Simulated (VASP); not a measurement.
An input for Quantum ESPRESSO's pw.x (written as the equivalent of a VASP run, and not itself run):

```
&CONTROL
  calculation = 'scf'
  pseudo_dir = './pseudo'
  outdir = './out'
  tprnfor = .true.
  tstress = .true.
/
&SYSTEM
  ibrav = 0
  nat = 2
  ntyp = 1
  ecutwfc = 78
  occupations = 'tetrahedra'
  input_dft = 'vdw-df-cx'
/
&ELECTRONS
  conv_thr = 7.3e-09
  electron_maxstep = 100
/
ATOMIC_SPECIES
  Sc 44.956 Sc.upf
CELL_PARAMETERS angstrom
     1.6403537   -2.8411759   -0.0000000
     1.6403537    2.8411759   -0.0000000
     0.0000000    0.0000000    5.0879146
ATOMIC_POSITIONS crystal
  Sc   0.3333330  0.6666670  0.2500000
  Sc   0.6666670  0.3333330  0.7500000
K_POINTS automatic
  14 14 8 0 0 0
```

Translate this input to VASP (INCAR, KPOINTS, POSCAR, choice of POTCAR).

Several could match; the one computed here: 
### KPOINTS
```
Automatic mesh
0
Gamma
14 14 8
0 0 0
```

INCAR:
```
LASPH  =  T   # aspherical one-centre terms
NELM  =  100   # most electronic steps
LUSE_VDW  =  T
GGA  =  CX
ISMEAR  =  -5   # tetrahedra, Bloechl
ALGO  =  Normal   # blocked Davidson
AGGAC  =  0.0
ISIF  =  2   # forces and stress, cell fixed
EDIFF  =  1E-7   # SCF stop (eV)
SYSTEM  =  Sc
ENCUT  =  520   # plane-wave cut-off (eV)
LCHARG  =  T
LMAXMIX  =  4
LREAL  =  F
PREC  =  Accurate
LWAVE  =  F
LORBIT  =  11
NEDOS  =  601   # DOS grid
```

### POSCAR
```
Sc
1
    1.6403536951    -2.8411758581    -0.0000000000
    1.6403536951     2.8411758581    -0.0000000000
    0.0000000000     0.0000000000     5.0879145788
Sc
2
Direct
  0.3333330000   0.6666670000   0.2500000000
  0.6666670000   0.3333330000   0.7500000000
```

POTCAR, in this order: Sc_sv (PBE.64 set). Program: vasp_std.

What does not carry over: the potentials are each code's own (VASP's PAW set, PseudoDojo norm-conserving files in pw.x), so ENCUT and ecutwfc are chosen apart and not converted; conv_thr bounds pw.x's estimated SCF error, while EDIFF bounds the energy change between steps.

The compound is Sc in the hcp structure. It was relaxed first, which changed the volume by -5 %.
